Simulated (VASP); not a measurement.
Here is the system:

```
SnSe2
1.0
    1.90500    -3.29956     0.00000
    1.90500     3.29956     0.00000
    0.00000     0.00000     6.14000
Sn Se
1 2
Direct
  0.00000   0.00000   0.00000
  0.33333   0.66667   0.25000
  0.66667   0.33333   0.75000
```

Method: PBEsol GGA, VASP's PBE PAW potentials (set 64) (plane waves; VASP 6.6.1). Numerical set-up: 300 eV cut-off, 7×7×4 Γ-centred mesh, Fermi-Dirac smearing of 0.050 eV, potentials Sn_d Se.

At this cut-off the stress carries a Pulay error, which pulls relaxed volumes low.

### Question
The ions, cell shape and volume are relaxed. Give the cell that the relaxation ends in.

### Answer

```
SnSe2
1.0
    1.90914    -3.30672     0.00000
    1.90914     3.30672     0.00000
    0.00000     0.00000     6.09775
Sn Se
1 2
Direct
  0.00000   0.00000   0.00000
  0.33333   0.66667   0.26038
  0.66667   0.33333   0.73962
```
Space group P-3m1 (164), at a tolerance of 0.03 Å.

### Question
How do energy and volume change from the first to the last step?

### Answer
The energy (σ→0) changes by -10.1 meV/atom and the volume by -0.3 %, in 20 ionic steps.

```
step  E(σ→0) (eV)  max force (eV/Å)  pressure (GPa)  volume (Å³)
----  -----------  ----------------  --------------  -----------
1        -12.9439             0.551            2.23        77.19
2        -12.9544             0.226           -2.06        81.26
3        -12.9690             0.095           -0.35        79.45
4        -12.9690             0.103           -0.28        79.41
5        -12.9714             0.065           -0.13        79.01
6        -12.9720             0.039           -0.03        78.74
7        -12.9720             0.034            0.00        78.69
8        -12.9720             0.033            0.00        78.68
9        -12.9722             0.023           -0.04        78.64
10       -12.9726             0.003           -0.17        78.51
11       -12.9729             0.055           -0.41        78.27
12       -12.9730             0.055           -0.41        78.24
13       -12.9731             0.054           -0.38        78.17
14       -12.9733             0.051           -0.34        78.02
15       -12.9737             0.045           -0.30        77.73
16       -12.9742             0.034           -0.15        77.14
17       -12.9742             0.031           -0.09        76.93
18       -12.9742             0.031           -0.10        76.95
19       -12.9743             0.022           -0.06        76.96
20       -12.9743             0.004            0.02        76.99
```

The structure is a typed SnSe2 crystal. This run relaxes it. Symmetry was kept, so distortions that lower it aren't found. The run is one of a series of settings (EDIFFG = -0.01, IBRION = 2, ISIF = 3, NSW = 50 against the base run), some of them coarse on purpose.
